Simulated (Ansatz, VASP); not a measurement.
## Two plane-wave programs on LiSi2N2

```
Li Si N
1.0
     2.89821    0.00000    0.00000
    -1.44911    2.50993    0.00000
     0.00000    0.00000    9.11371
Li Si N
1 2 2
Direct
  0.00000 0.00000 0.00000
  0.33333 0.66667 0.25322
  0.66667 0.33333 0.74678
  0.33333 0.66667 0.68016
  0.66667 0.33333 0.31984
```

Change from the starting cell: species swapped into the Y2H2C type (P-3m1, No. 164).

Alike in both runs: functional PBE; k mesh 6 × 6 × 4; occupations gaussian, width 0.1 eV; no spin polarisation.

Ansatz relaxed the structure, and its values are those at the end. VASP's run is a single point on that final structure, the one shown.

|  | VASP | Ansatz |
| --- | --- | --- |
| version | VASP 6.6.1 | Ansatz 0.2.0 |
| potentials or method | VASP PAW PBE potentials, release 64 (Li_sv, Si, N) | scalar-relativistic, plane waves, PAW |
| plane-wave cutoff (eV) | 520 | 420 |
| valence electrons in the cell | 21 | 21 |

```csv
,VASP,Ansatz,Ansatz less VASP
gap on the k mesh at the Fermi level (eV),none,none,-
rms of the force components (eV/Å),0.009,0.002,-0.0067
```

A gap of «none» marks a metal or a gap that the smearing closes. With one functional, cell and mesh, what is left measures potentials, basis and numerics.

Caveats: the k mesh is coarse (spacing up to 0.42 Å⁻¹), so the values aren't converged.
